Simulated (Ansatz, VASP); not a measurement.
# TiTe2 (TiTe2 (P-3m1)) in two plane-wave programs

Wanted: the spread between two codes on one cell, functional and k mesh. The cell is taken from a series of runs on this material, whose earlier steps may have relaxed, scaled, displaced or heated it; both programs get it as it stands.

Program: Ansatz 0.2.0. Level of theory: plane waves, with VASP 6.6.1 beside it; relaxation of cell and atoms at PBE. Results are calculated unless marked as measured.

## Step 1: The structure

The structure is trigonal, space group P-3m1 (No. 164). Conventional cell: a = 3.824 Å, b = 3.824 Å, c = 6.718 Å, α = 90.00°, β = 90.00°, γ = 120.00°. Ti has 6 Te at 2.77 Å nearest. Nearest to Te lie 3 Ti at 2.77 Å. Farther neighbours and most contacts between anions are not listed.

As a file:

```cif
data_structure
_symmetry_space_group_name_H-M 'P-3m1'
_symmetry_Int_Tables_number 164
_cell_length_a 3.8242
_cell_length_b 3.8242
_cell_length_c 6.7183
_cell_angle_alpha 90.000
_cell_angle_beta 90.000
_cell_angle_gamma 120.000
_cell_volume 85.09
loop_
_atom_site_label
_atom_site_type_symbol
_atom_site_symmetry_multiplicity
_atom_site_Wyckoff_symbol
_atom_site_fract_x
_atom_site_fract_y
_atom_site_fract_z
_atom_site_occupancy
Ti1 Ti 1 a 0.00000 0.00000 0.00000 1
Te1 Te 2 d 0.66667 0.33333 0.74983 1
```

## Step 2: Ansatz: relaxation of cell and atoms, PBE

Ansatz runs on its default PAW (the set named soft_2) files.

The relaxed volume is the usual yardstick between codes: in a stiff, nearly cubic crystal its relative difference is about their pressure difference at one cell divided by the bulk modulus.

File input.yaml:

```yaml
crystal:
  lattice:
    - [3.8242092, 0.0, 0.0]
    - [-1.9121046, 3.3118623, 0.0]
    - [0.0, 0.0, 6.7182524]
  atoms:
    - { symbol: Ti, position: [0.0, 0.0, 0.0] }
    - { symbol: Te, position: [0.66666667, 0.33333333, 0.74983151] }
    - { symbol: Te, position: [0.33333333, 0.66666667, 0.25016849] }
basis:
  ecutwfc: 420
  xc_grid: 2
hamiltonian:
  xc: pbe
kpoints:
  mp_grid: { grid: [12, 12, 6] }
scf:
  occupations: { method: fermi_dirac, width: 0.05 }
  max_iter: 150
output:
  forces: true
  stress: true
relax:
  f_tol: 0.01
  max_steps: 60
  cell: {}
checkpoint:
  write: "../pbe.run"
  compress: false
  write_wavefunctions: false
  write_every: 100000
```

Started as:

```bash
ansatz run input.yaml --threads 1 --pin off --max-ram 2355MiB --backend cpu --events-out ev --progress --plain --runs-dir out
```

Numbers of over 12 decimals in the logs are rounded to 6 here.

Output:

```text
Engine: ansatz 0.2.0, x86_64-unknown-linux-gnu
Pseudopotentials: kind: paw
Pseudopotential: Ti, paw, valence charge 12, recommended cutoff 420 eV (normal), Ti.paw.azcp
Pseudopotential: Te, paw, valence charge 16, recommended cutoff 420 eV (normal), Te.paw.azcp
Functional definition: PBE
  parameter kappa = 0.804
  parameter beta = 0.066725
  exchange = pbe_x(kappa = kappa, mu = beta*pi^2/3)
  correlation = pbe_c(beta = beta)
Crystal: 3 atoms, lattice volume = 85.088 Å³
Basis set: ecut = 420 eV, 1643 PW (Γ), exchange–correlation on 54×54×90 points (8 copies of the dense FFT grid, shifted against one another)
Bands: 27, of which v1, the nominal top of the filled ones, is band 22 counted from 1 (21 counted from 0)
Symmetry: 12 space group operations
Space group: P-3m1 (ITA 164), of the structure as read, at distance tolerance 4.4e-5 Å
k-points: 100 of 864
Non-local potential: Ti, projectors of the file, l = 0: 3, l = 1: 2, l = 2: 3, l = 3: 1
Non-local potential: Te, projectors of the file, l = 0: 2, l = 1: 2, l = 2: 2, l = 3: 2
PAW form: soft (Blöchl's): semilocal exchange-correlation on the pseudo side does not see the compensation charge
PAW one-centre angular grid: Ti, 590 points (default); XC on 64 Gauss nodes
PAW one-centre angular grid: Te, 590 points (default); XC on 64 Gauss nodes
Initial density: superposition of atomic densities (neutral atoms: chi_scale 0, normalization atom), corrected by the library's trained network
Initial wavefunctions: pseudopotential atomic-orbital guess
Functional: x = pbe(κ = 0.804, μ = 0.219515), c = pbe(β = 0.066725)
SCF iter   1: F=—  HF=-16461.683650 eV  |F-HF|=—  |Δ(HF+E_count)|=         —  Δρ=3.52e-3  dr2=1.98e-2  ethr=1.77e-3  ⟨swp⟩=6.1  Hψ=12107  notcnv=0
preconditioner: auto → LDOS  [metal: Δε(μ)=0.013 eV  Ē_g=6.182 eV  σ=0.050 eV  W_gap=0.06  n_scr=22 (ndim 8)  ℏωp=16.1 eV  f_vac=0.026  D(μ)=1.33/eV (n_scr^D=2)  β→1.0]
SCF iter   2: F=—  HF=-16461.685321 eV  |F-HF|=—  |Δ(HF+E_count)|=   1.67e-3  Δρ=4.33e-3  dr2=3.30e-2  ethr=4.49e-5  ⟨swp⟩=2.6  Hψ=5841  notcnv=0
SCF iter   3: F=—  HF=-16461.681896 eV  |F-HF|=—  |Δ(HF+E_count)|=   3.43e-3  Δρ=4.72e-4  dr2=4.54e-4  ethr=4.49e-5  ⟨swp⟩=2.3  Hψ=3550  notcnv=0
SCF iter   4: F=—  HF=-16461.681892 eV  |F-HF|=—  |Δ(HF+E_count)|=   4.67e-6  Δρ=1.53e-4  dr2=3.82e-5  ethr=1.03e-6  ⟨swp⟩=2.0  Hψ=3406  notcnv=0
SCF iter   5: F=—  HF=-16461.681927 eV  |F-HF|=—  |Δ(HF+E_count)|=   3.54e-5  Δρ=4.11e-5  dr2=3.07e-6  ethr=8.68e-8  ⟨swp⟩=2.0  Hψ=4803  notcnv=0
SCF iter   6: F=-16461.681927 eV  HF=-16461.681927 eV  |F-HF|=3.44e-8  |Δ(HF+E_count)|=   2.40e-7  Δρ=1.05e-5  dr2=6.08e-8  ethr=2.27e-10  ⟨swp⟩=4.0  Hψ=12184  notcnv=0
SCF 1 converged in 6 iterations: F = -16461.681927 eV  dr2 = 6.08e-8
  greatest PAW one-centre occupation: 0.999 electrons in one spin orbital (limit 2), on the Ti atom at site 0 (counted from 0), in its partial waves of l = 0
relax step   1: F+E_penalty+E_count = -16461.68192672 eV  Δ(F+E_penalty+E_count) = +0.000e0 eV  max|allowed force component| = 1.873e-1 eV/Å  Δτ_max = 0.0000 Å  P = +0.086 GPa  Ω = 85.088 Å³  (6 SCF iters, dr2 threshold 1.00e-7 eV, accepted)
[...]
relax step   3: F+E_penalty+E_count = -16461.69282660 eV  Δ(F+E_penalty+E_count) = -1.090e-2 eV  max|allowed force component| = 6.734e-3 eV/Å  Δτ_max = 0.0295 Å  P = -0.103 GPa  Ω = 83.888 Å³  energy of the carried Pulay correction = +1.673e-4 eV  (9 SCF iters, accepted)
[...]
relax step   4: F+E_penalty+E_count = -16461.69345498 eV  Δ(F+E_penalty+E_count) = -6.284e-4 eV  max|allowed force component| = 1.390e-2 eV/Å  Δτ_max = 0.0025 Å  P = -0.016 GPa  Ω = 83.859 Å³  energy of the carried Pulay correction = +1.715e-4 eV  (5 SCF iters, dr2 threshold 1.15e-7 eV, accepted)
[...]
relax step   5: F+E_penalty+E_count = -16461.69372787 eV  Δ(F+E_penalty+E_count) = -2.729e-4 eV  max|allowed force component| = 7.195e-3 eV/Å  Δτ_max = 0.0154 Å  P = -0.063 GPa  Ω = 84.645 Å³  energy of the carried Pulay correction = +6.158e-5 eV  (6 SCF iters, dr2 threshold 1.21e-8 eV, accepted)
[...]
relax step   6: F+E_penalty+E_count = -16461.69377096 eV  Δ(F+E_penalty+E_count) = -4.309e-5 eV  max|allowed force component| = 4.135e-4 eV/Å  Δτ_max = 0.0024 Å  P = +0.004 GPa  Ω = 84.661 Å³  energy of the carried Pulay correction = +5.932e-5 eV  (6 SCF iters, dr2 threshold 1.60e-8 eV, accepted)
[...]
relax step   7: F+E_penalty+E_count = -16461.69369999 eV  Δ(F+E_penalty+E_count) = +7.097e-5 eV  max|allowed force component| = 4.250e-4 eV/Å  Δτ_max = 0.0000 Å  P = +0.004 GPa  Ω = 84.661 Å³  stress off target by 1.36e-2 GPa  SCF on the basis re-selected at this cell (its energy is not comparable with the rows above)  (5 SCF iters)
basis re-selected at this cell: Δ(F+E_penalty+E_count) = +7.097e-5 eV, ΔP = +0.000 GPa vs the last step (what re-selecting the basis moved, of the pressure what is left beyond the Pulay correction that the steps carried, after the strain that the cell walked since its last selection, with what the two solves' SCF thresholds leave and, on support functions, any second-order correction that the steps lacked; it is no measure of the basis error at this ecutwfc). The dense FFT grid was sized anew with the basis: this SCF ran on 27×27×48 points, the steps before it on 27×27×45, so part of this shift can come from that change (see relax.cell in the input reference). [rest of the remark cut]
SCF converged after 5 iterations
Free energy (F): -16461.693700 eV
Harris-Foulkes:  -16461.693700 eV  (|F-HF|=1.09e-11)
Internal energy: -16461.683218 eV  (E = F + TS)
E sigma→0 (E₀):  -16461.688459 eV
Entropy (-TS):   -0.010482 eV (-3.494 meV/atom)
Fermi energy:    9.468385 eV
--- Per-component energies (eV) ---
  E_band       = -701.788774
  E_kinetic    = 632.283639
  E_local      = -3734.635507  (includes V_loc(G=0)·N_el)
  E_nonlocal   = -612.074005
  E_hartree    = 2137.006446
  E_xc         = -346.118958
  E_vxc        = -330.338710  (∫ρ·V_xc dr)
  E_paw        = -10372.472728  (= ΣΔE_a)
  E_vpaw       = -931.037010  (= ΣTr[D̂ρ^β])
  E_aug_tail   = -0.000188  (compensation charges beyond the density's cutoff)
  E_ewald      = -4165.671917
  E_smearing   = -0.010482  (= −TS)
  E_closure    = 0.000000  (closes the sum)
  Σ components = -16461.693700   (vs F -16461.693700, Δ=0.00e0)
--- Forces (eV/Å), atoms counted from 1 ---
  atom   1  Ti    -0.00000000     0.00000000     0.00000000
  atom   2  Te     0.00000000     0.00000000    -0.00042500
  atom   3  Te    -0.00000000    -0.00000000     0.00042500
  max |Σ_I F_I| component: 1.08e-19 eV/Å
--- Stress (GPa, compression-positive) ---
       -0.000166       0.000000      -0.000000
        0.000000      -0.000166      -0.000000
       -0.000000      -0.000000       0.013629
  P = ⅓ Tr σ = 0.0044 GPa (0.044 kbar)
--- Relaxed structure (6 steps of the walk, 5 accepted, 1 SCFs on fresh bases) ---
  F+E_penalty+E_count = -16461.69369999 eV   max|allowed force component| = 4.250e-4 eV/Å   (the final SCF, on the basis selected at the relaxed cell)
  cell:  # Å, volume = 84.6610 Å³
    - [3.771362, 0, 0.0]
    - [-1.885681, 3.266096, 0]
    - [0.0, 0, 6.873158]
  atoms:
    - { symbol: Ti, position: [0, 0, 0.0] }
    - { symbol: Te, position: [0.666667, 0.333333, 0.748479] }
    - { symbol: Te, position: [0.333333, 0.666667, 0.251521] }
```

In the SCF lines HF is the Harris–Foulkes energy and dr2 the Hartree energy of the density residual, in eV; the loop may stop once dr2 is under the threshold and the program's other checks hold. Hψ counts applications of the Hamiltonian.

## Step 3: VASP: relaxation of cell and atoms, PBE

The same cell, functional, mesh and smearing now go to VASP, with its own data sets.

Lines of VASP's logs that name or quote its potential files are left out, and so is its time.

File INCAR:

```
SYSTEM = TiTe2
PREC = Accurate
ENCUT = 500
EDIFF = 1E-07
NELM = 120
ISMEAR = -1
SIGMA = 0.05
LREAL = .FALSE.
ALGO = Normal
GGA = PE
NBANDS = 18
LASPH = .TRUE.
LORBIT = 11
LWAVE = .FALSE.
LCHARG = .FALSE.
ISIF = 3
IBRION = 2
NSW = 80
EDIFFG = -0.005
GGA_COMPAT = .FALSE.
NELMIN = 4
```

File POSCAR:

```
TiTe2
1.0
    3.8242090000      0.0000000000      0.0000000000
   -1.9121050000      3.3118620000      0.0000000000
    0.0000000000      0.0000000000      6.7182520000
Ti Te
1 2
Direct
    0.0000000000      0.0000000000      0.0000000000
    0.6666668410      0.3333333333      0.7498315038
    0.3333334205      0.6666666667      0.2501684962
```

File KPOINTS:

```
Automatic mesh
0
Gamma
12 12 6
0 0 0
```

Potentials, in the order of the species: Ti_sv and Te (PBE family, release 64).

Started as:

```bash
mpirun -np 1 vasp_std
```

Output:

```text
[banner, memory and clock lines left out]
running    1 mpi-ranks, on    1 nodes
 distrk:  each k-point on    1 cores,    1 groups
 distr:  one band on    1 cores,    1 groups

 POSCAR found type information on POSCAR TiTe
 POSCAR found :  2 types and       3 ions
 LDA part: xc-table for (Slater+PW92), standard interpolation
 POSCAR, INCAR and KPOINTS ok, starting setup
 FFT: planning ... GRIDC
 FFT: planning ... GRID_SOFT
 FFT: planning ... GRID
 WAVECAR not read
 entering main loop
       N       E                     dE             d eps       ncg     rms          rms(c)
DAV:   1     0.175215881883E+03    0.17522E+03   -0.10521E+04  3608   0.119E+03
DAV:   2    -0.240280803980E+01   -0.17762E+03   -0.17372E+03  3920   0.301E+02
DAV:   3    -0.180536998974E+02   -0.15651E+02   -0.15280E+02  5620   0.841E+01
DAV:   4    -0.185971558274E+02   -0.54346E+00   -0.54181E+00  4658   0.147E+01
DAV:   5    -0.186193505894E+02   -0.22195E-01   -0.22188E-01  5448   0.275E+00    0.119E+01
DAV:   6    -0.187439415199E+02   -0.12459E+00   -0.41400E+01  4038   0.403E+01    0.155E+01
DAV:   7    -0.165125494470E+02    0.22314E+01   -0.36342E+01  4620   0.354E+01    0.578E+00
DAV:   8    -0.162226184843E+02    0.28993E+00   -0.14878E+00  4142   0.845E+00    0.198E+00
DAV:   9    -0.162521379991E+02   -0.29520E-01   -0.56100E-01  5044   0.477E+00    0.200E+00
DAV:  10    -0.162225068976E+02    0.29631E-01   -0.55925E-01  4440   0.511E+00    0.998E-01
DAV:  11    -0.162130387257E+02    0.94682E-02   -0.55898E-02  4214   0.175E+00    0.438E-01
DAV:  12    -0.162133665957E+02   -0.32787E-03   -0.20117E-03  4092   0.353E-01    0.311E-01
DAV:  13    -0.162130958098E+02    0.27079E-03   -0.95625E-04  4614   0.212E-01    0.917E-02
DAV:  14    -0.162130975713E+02   -0.17615E-05   -0.28174E-05  4060   0.405E-02    0.546E-02
DAV:  15    -0.162130828483E+02    0.14723E-04   -0.26800E-05  4636   0.370E-02    0.369E-02
DAV:  16    -0.162130769854E+02    0.58630E-05   -0.29764E-05  4932   0.358E-02    0.298E-03
DAV:  17    -0.162130771969E+02   -0.21151E-06   -0.70484E-07  4046   0.593E-03    0.220E-03
DAV:  18    -0.162130773041E+02   -0.10725E-06   -0.83892E-08  2320   0.211E-03    0.178E-03
DAV:  19    -0.162130773586E+02   -0.54443E-07   -0.88935E-09  2164   0.701E-04
   1 F= -.16213077E+02 E0= -.16207546E+02  d E =-.162131E+02
[...]
2 F= -.16220806E+02 E0= -.16215353E+02  d E =-.772872E-02
[...]
3 F= -.16222286E+02 E0= -.16216937E+02  d E =-.920833E-02
[...]
4 F= -.16224849E+02 E0= -.16219607E+02  d E =-.256377E-02
[...]
5 F= -.16225178E+02 E0= -.16219929E+02  d E =-.289230E-02
[...]
6 F= -.16225177E+02 E0= -.16219927E+02  d E =-.289148E-02
 curvature:  -0.68 expect dE=-0.692E-05 dE for cont linesearch -0.780E-07
 ZBRENT: accuracy reached
 trial: gam=-0.02563 g(F)=  0.352E-05 g(S)=  0.664E-05 ort = 0.359E-04 (trialstep = 0.105E+01)
 search vector abs. value=  0.157E-04
 bond charge predicted
       N       E                     dE             d eps       ncg     rms          rms(c)
DAV:   1    -0.162252012915E+02   -0.24045E-04   -0.89780E-04  3754   0.332E-01    0.343E-02
DAV:   2    -0.162252036828E+02   -0.23914E-05   -0.28511E-04  4050   0.117E-01    0.340E-02
DAV:   3    -0.162251843364E+02    0.19346E-04   -0.14895E-04  4102   0.780E-02    0.145E-02
DAV:   4    -0.162251813239E+02    0.30125E-05   -0.10543E-05  4018   0.248E-02    0.330E-03
DAV:   5    -0.162251814363E+02   -0.11240E-06   -0.69072E-07  4122   0.576E-03    0.138E-03
DAV:   6    -0.162251815284E+02   -0.92138E-07   -0.48185E-08  2334   0.148E-03
   7 F= -.16225182E+02 E0= -.16219932E+02  d E =-.436673E-05
 trial-energy change:   -0.000004  1 .order   -0.000004   -0.000010    0.000002
 step:   0.9025(harm=  0.8672)  dis= 0.00034  next Energy=   -16.225182 (dE=-0.451E-05)
 reached required accuracy - stopping structural energy minimisation
```

OUTCAR, selected parts (step 3):

```text
ion  position               nearest neighbor table
   1  0.000  0.000  0.000-   2 2.77   3 2.77   3 2.77   2 2.77   3 2.77   2 2.77
   2  0.667  0.333  0.750-   1 2.77   1 2.77   1 2.77
   3  0.333  0.667  0.250-   1 2.77   1 2.77   1 2.77

  LATTYP: Found a hexagonal cell.
 ALAT       =     3.8242090000
 C/A-ratio  =     1.7567690469

 Subroutine GETGRP returns: Found 12 space group operations
 (whereof 12 operations were pure point group operations)

The static configuration has the point symmetry D_3d.

 Found    100 irreducible k-points:

   k-points           NKPTS =    100   k-points in BZ     NKDIM =    100   number of bands    NBANDS=     18

   dimension x,y,z NGX =    28 NGY =   28 NGZ =   50
   dimension x,y,z NGXF=    56 NGYF=   56 NGZF=  100

   ENCUT  =  500.0 eV  36.75 Ry    6.06 a.u.   6.97  6.97 12.25*2*pi/ulx,y,z

   NELECT =      24.0000    total number of electrons

 k-points in reciprocal lattice and weights: Automatic mesh
   0.00000000  0.00000000  0.00000000       0.001
   0.08333333 -0.00000000  0.00000000       0.007
   0.16666667  0.00000000  0.00000000       0.007
   0.25000000  0.00000000  0.00000000       0.007
   0.33333333  0.00000000  0.00000000       0.007
   0.41666667  0.00000000  0.00000000       0.007
   0.50000000  0.00000000  0.00000000       0.003
   0.08333333  0.08333333  0.00000000       0.007
   0.16666667  0.08333333  0.00000000       0.014
[...]
0.33333333  0.25000000  0.50000000       0.014
   0.33333333  0.33333333  0.50000000       0.002

 average (electrostatic) potential at core
       1 -75.3540       2 -87.8715       3 -87.8715

 E-fermi :   6.2563

 k-point     1 :       0.0000    0.0000    0.0000
  band No.  band energies     occupation
    ...
      5      -5.9642      2.00000
      6      -4.7472      2.00000
      7       1.2952      2.00000
      8       4.6706      2.00000
      9       4.6706      2.00000
     10       6.3274      0.38887
     11       6.5634      0.00430
     12       6.6475      0.00080
     13       6.6475      0.00080
     14       7.3435      0.00000
    ...

 k-point     2 :       0.0833   -0.0000    0.0000
  band No.  band energies     occupation
    ...
      6      -4.7034      2.00000
      7       1.3879      2.00000
      8       4.4509      2.00000
      9       4.6815      2.00000
     10       6.1454      1.80389
     11       6.3762      0.16673
     12       6.4154      0.07975
     13       6.5743      0.00346
     14       7.2731      0.00000
     15       7.4782      0.00000
    ...

 k-point     3 :       0.1667    0.0000    0.0000
  band No.  band energies     occupation
    ...
      8       3.9452      2.00000
      9       4.7006      2.00000
     10       5.0439      2.00000
     11       6.0194      1.98263
     12       6.1958      1.54071
     13       6.5007      0.01496
     14       7.2872      0.00000
     15       7.5856      0.00000
     16       8.8183      0.00000
     17       9.2720      0.00000
    ...

  Total       -0.0056948     -0.0056948      0.0004628      0.0000000     -0.0000000      0.0000000
  in kB       -0.1083097     -0.1083097      0.0088017      0.0000000     -0.0000000      0.0000000
  external PRESSURE =      -0.0692726 kB  Pullay stress =       0.0000000 kB

  energy-cutoff  :      500.00
  volume of cell :       84.24
      direct lattice vectors                 reciprocal lattice vectors
     3.772344739  0.000000008 -0.000000000     0.265087119  0.153048166 -0.000000000
    -1.886172856  3.266946234  0.000000000    -0.000000001  0.306096252 -0.000000000
     0.000000000  0.000000000  6.835472463     0.000000000 -0.000000000  0.146295667

 POSITION                                       TOTAL-FORCE (eV/Angst)
 -----------------------------------------------------------------------------------
      0.00000      0.00000      6.83547         0.000000     -0.000000      0.000000
      1.88617      1.08898      5.10708        -0.000000     -0.000000     -0.000397
      0.00000      2.17796      1.72839         0.000000      0.000000      0.000397
 -----------------------------------------------------------------------------------
    total drift:                               -0.000267     -0.000000      0.000000

  FREE ENERGIE OF THE ION-ELECTRON SYSTEM (eV)
  ---------------------------------------------------
  free  energy   TOTEN  =       -16.2251815284 eV

  energy  without entropy=      -16.2146815031  energy(sigma->0) =      -16.21993152

 reached required accuracy - stopping structural energy minimisation

 total charge
# of ion       s       p       d       tot
------------------------------------------
    1        2.167   6.119   1.858  10.143
    2        1.384   1.992   0.035   3.411
    3        1.384   1.992   0.035   3.411
--------------------------------------------------
tot          4.934  10.103   1.928  16.966

[... 3 further parts left out ...]
```

CONTCAR:

```
TiTe2
   1.00000000000000
     3.7723447391576475    0.0000000077636006   -0.0000000000000000
    -1.8861728560743045    3.2669462344808435    0.0000000000000000
     0.0000000000000000    0.0000000000000000    6.8354724629232582
  Ti              Te
     1     2
Direct
     0.0000000000000000    0.0000000000000000    1.0000000000000000
     0.6666668410000014    0.3333333332999970    0.7471435955215135
     0.3333334204999971    0.6666666667000030    0.2528564044784865
```

## Step 4: Differences

Known differences besides the potentials themselves: the data sets hold 44 valence electrons in Ansatz (on its default PAW (the set named soft_2) files) and 24 in VASP; the cutoff is 420 eV in Ansatz and 500 eV in VASP; Ansatz adds a Pulay correction to the stress that steers its cell, VASP none. Total energies have different zeros and are not compared.

Both answers:

| quantity | Ansatz | VASP | difference |
| --- | --- | --- | --- |
| volume (Å³) | 84.66 | 84.24 | +0.50 % |
| edge a after relaxation, in the typed setting (Å) | 3.771 | 3.772 | -0.02 % |
| edge c after relaxation, in the typed setting (Å) | 6.873 | 6.835 | +0.55 % |

## Step 5: Results

* difference in edge c after relaxation, in the typed setting (relaxation of cell and atoms, PBE): 0.55 %

What this shows: The difference in edge c after relaxation, in the typed setting is 0.55 % (relaxation of cell and atoms, PBE), within the 1.2 % picked in this series as the mark of a large difference, as far as the stopping tolerances let one tell. The data sets hold unlike numbers of valence electrons (44 in Ansatz and 24 in VASP), so part of the differences comes from the potentials. Such differences can come from data sets, numerical settings and the points named under the comparisons, not from the functional's error against experiment.

[Lines on the potential files, build, host, timing and source positions are cut from VASP's logs without a mark.]

[Logs are printed without paths, hosts, clocks, repeated set-up lines and the standing remarks that a program may print on its own settings, such as how far it seeks lower states.]

[Hosts, paths, dates, database ids (printed as entryN), source tags and the programs' standing remarks are cut or masked in the printed files.]
